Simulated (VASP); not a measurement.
Level of theory: PBEsol GGA, VASP's PBE PAW potentials (set 64) (plane waves; VASP 6.6.1).

VASP ran on this input.

### KPOINTS
```
Regular mesh
0
G
  9 9 9
0 0 0
```

### INCAR
```
# general
SYSTEM =MoPt3
PREC   =Accurate
ENCUT  =300   # plane-wave cut-off (eV)
LREAL  =.FALSE.   # projection in real space or not
LASPH  =.TRUE.   # aspherical one-centre terms

# electronic loop
EDIFF  =1E-6   # SCF stop (eV)
NELM   =100   # most electronic steps
ALGO   =Normal   # blocked Davidson
LMAXMIX=6

# smearing
ISMEAR =0
SIGMA  =0.272

# functional
GGA    =PS   # PBEsol

# ions
ISIF   =2

# output
LWAVE  =.FALSE.
LCHARG =.FALSE.
```

**POSCAR**
```
MoPt3
1.0
  3.8267190000   0.0000000000   0.0000000000
  0.0000000000   3.8267190000   0.0000000000
  0.0000000000   0.0000000000   3.8267190000
Pt Mo
3 1
Cartesian
  0.0000000000   1.9133595000   1.9133595000
  1.9133595000   1.9133595000   0.0000000000
  1.9133595000   0.0000000000   1.9133595000
  0.0000000000   0.0000000000   0.0000000000
```

POTCAR, in this order: Pt Mo_sv (PBE.64 set). Program: vasp_std.

At this cut-off the stress carries a Pulay error, which pulls relaxed volumes low. Unless said otherwise, spin-orbit coupling is left out, though it shifts the bands of the heavy elements here.

Task: Predict the energy per atom (σ→0), pressure, band gap (on the k-mesh).

Result: 
The energy per atom (σ→0) is -8.238 eV/atom and the band gap (on the k-mesh) comes out as none (metal, semimetal or under 0.01 eV). The pressure is 23.53 GPa.

### OSZICAR
```
...
DAV:   7    -0.339608893094E+02   -0.41020E+00   -0.93038E+00  2032   0.145E+01    0.799E+00
DAV:   8    -0.330716099500E+02    0.88928E+00   -0.58973E+00  2002   0.127E+01    0.360E+00
DAV:   9    -0.330524966335E+02    0.19113E-01   -0.16875E-01  1996   0.261E+00    0.523E-01
DAV:  10    -0.330509732216E+02    0.15234E-02   -0.59889E-03  2130   0.460E-01    0.121E-01
DAV:  11    -0.330509664147E+02    0.68069E-05   -0.23086E-04  2062   0.100E-01    0.631E-02
DAV:  12    -0.330509617885E+02    0.46262E-05   -0.16660E-05  2020   0.261E-02    0.173E-02
DAV:  13    -0.330509622668E+02   -0.47833E-06   -0.14539E-06  1106   0.880E-03
   1 F= -.33050962E+02 E0= -.32951110E+02  d E =-.199705E+00
```

The structure was generated: MoPt3 was put into an ordered model structure, which need not be its known phase. The cell was not relaxed at this level. The run is one of a series of settings (GGA = PS against the base run), some of them coarse on purpose.
